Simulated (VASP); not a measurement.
Here is the system:

```
LaPt5
1.0
    5.39300     0.00000     0.00000
   -2.69650     4.67047     0.00000
    0.00000     0.00000     4.38800
Pt La
5 1
Direct
  0.33333   0.66667   0.00000
  0.66667   0.33333   0.00000
  0.50000   0.00000   0.50000
  0.50000   0.50000   0.50000
  0.00000   0.50000   0.50000
  0.00000   0.00000   0.00000
```

Method: PBEsol GGA, VASP's PBE PAW potentials (set 64) (plane waves; VASP 6.6.1). Settings: 300 eV cut-off, 7×7×7 Γ-centred mesh, Gaussian smearing of 0.10 eV, potentials Pt La.

Question: Give the energies of bands 22 to 35 at the high-symmetry points, in eV from the Fermi level.

Answer: 
| band | Γ | M | K | A | L | H |
|---|---|---|---|---|---|---|
| 22 | -2.41 | -2.05 | -2.27 | -2.54 | -2.58 | -2.36 |
| 23 | -1.69 | -2.04 | -2.15 | -1.77 | -2.48 | -2.34 |
| 24 | -1.69 | -1.95 | -2.15 | -1.55 | -1.71 | -2.34 |
| 25 | -1.65 | -1.91 | -1.92 | -1.55 | -1.65 | -1.91 |
| 26 | -1.28 | -1.81 | -1.69 | -0.87 | -1.59 | -1.56 |
| 27 | -1.28 | -1.60 | -1.69 | -0.78 | -1.51 | -1.30 |
| 28 | 0.10 | -1.55 | -1.47 | -0.78 | -0.93 | -1.30 |
| 29 | 0.50 | -1.42 | -1.12 | -0.07 | -0.90 | -1.06 |
| 30 | 0.50 | -1.19 | -1.12 | -0.07 | -0.68 | -0.43 |
| 31 | 0.64 | 0.14 | -0.52 | 0.53 | -0.29 | -0.43 |
| 32 | 0.95 | 0.51 | 0.50 | 0.53 | 0.50 | 0.72 |
| 33 | 1.91 | 2.35 | 1.83 | 0.56 | 0.74 | 0.72 |
| 34 | 1.91 | 2.40 | 2.58 | 0.64 | 2.19 | 0.99 |
| 35 | 2.07 | 2.57 | 2.58 | 0.96 | 2.36 | 2.28 |

It has no gap at this level: it comes out as a metal or semimetal.

The structure comes from a measured LaPt5 entry of the Crystallography Open Database, whose conditions weren't checked. The cell was not relaxed at this level. The electron count is odd and the run is not spin-polarised, which forces a metal.
